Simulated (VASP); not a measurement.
These are PBEsol GGA, VASP's PBE PAW potentials (set 64) (plane waves; VASP) values and carry that method's errors.

A VASP calculation is set up with these files.

### KPOINTS
```
Automatic mesh
0
Gamma
16 16 16
0 0 0
```

### POSCAR
```
Pd
1
    0.0000000000     1.9369161632     1.9369161632
    1.9369161632    -0.0000000000     1.9369161632
    1.9369161632     1.9369161632    -0.0000000000
Pd
1
Direct
  0.0000000000   0.0000000000   0.0000000000
```

### INCAR
```
ENCUT = 500
ISIF = 3
PREC = Accurate
GGA = PS   # PBEsol
NELM = 100
SYSTEM = Pd
LREAL = F
ALGO = Normal
EDIFFG = -0.02   # ionic stop
LWAVE = F
LASPH = T
SIGMA = 0.1   # width (eV)
IBRION = 2   # conjugate gradients
NSW = 40
LCHARG = F
ISMEAR = 1   # Methfessel-Paxton
LMAXMIX = 4   # l cut-off of mixed one-centre charges
EDIFF = 1E-6   # SCF stop (eV)
```

POTCAR, in this order: Pd (PBE.64 set). Program: vasp_std.

What does the run give for the energy per atom (σ→0), band gap (on the k-mesh)?

```json
{
  "energy per atom (σ→0)": "-5.960 eV/atom",
  "band gap (on the k-mesh)": "none (metal, semimetal or under 0.01 eV)"
}
```

File OSZICAR:
```
...
DAV:   5    -0.634437157004E+01   -0.18007E-04   -0.18007E-04  3000   0.113E-01    0.869E+00
DAV:   6    -0.597751482892E+01    0.36686E+00   -0.17103E+00  2667   0.123E+01    0.389E+00
DAV:   7    -0.596450581028E+01    0.13009E-01   -0.96743E-03  2932   0.925E-01    0.207E+00
DAV:   8    -0.595950055874E+01    0.50053E-02   -0.13537E-03  2791   0.289E-01    0.621E-02
DAV:   9    -0.595950485300E+01   -0.42943E-05   -0.11622E-05  3750   0.373E-02    0.123E-02
DAV:  10    -0.595950839632E+01   -0.35433E-05   -0.13062E-06  2839   0.102E-02    0.110E-03
DAV:  11    -0.595950839798E+01   -0.16603E-08   -0.14256E-08  1391   0.121E-03
   1 F= -.59595084E+01 E0= -.59595226E+01  d E =-.595951E+01
```

The compound is Pd in the fcc structure. It was relaxed first.
